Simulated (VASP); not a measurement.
Given:

```yaml
crystal:
  lattice:
    - [1.67738, -2.90531, 0.00000]
    - [1.67738, 2.90531, 0.00000]
    - [0.00000, 0.00000, 5.23744]
  atoms:
    - { symbol: Sc, position: [0.33333, 0.66667, 0.25000] }
    - { symbol: Sc, position: [0.66667, 0.33333, 0.75000] }
```

Calculation: MS2 meta-GGA, VASP's PBE PAW potentials (set 64) (plane waves; VASP 6.6.1). Run with 520 eV cut-off, 13×13×7 Γ-centred mesh, first-order Methfessel-Paxton smearing of 0.10 eV, potentials Sc_sv.

Question: Give the stress tensor in GPa (positive for a compressed cell).

Answer: 
```
-1.61   0.00   0.00
 0.00  -1.61   0.00
 0.00   0.00  -1.58
```
The pressure is its mean diagonal, -1.60 GPa.

The compound is Sc in the hcp structure. This cell is one point of a volume scan, at 1.03 of the reference volume.
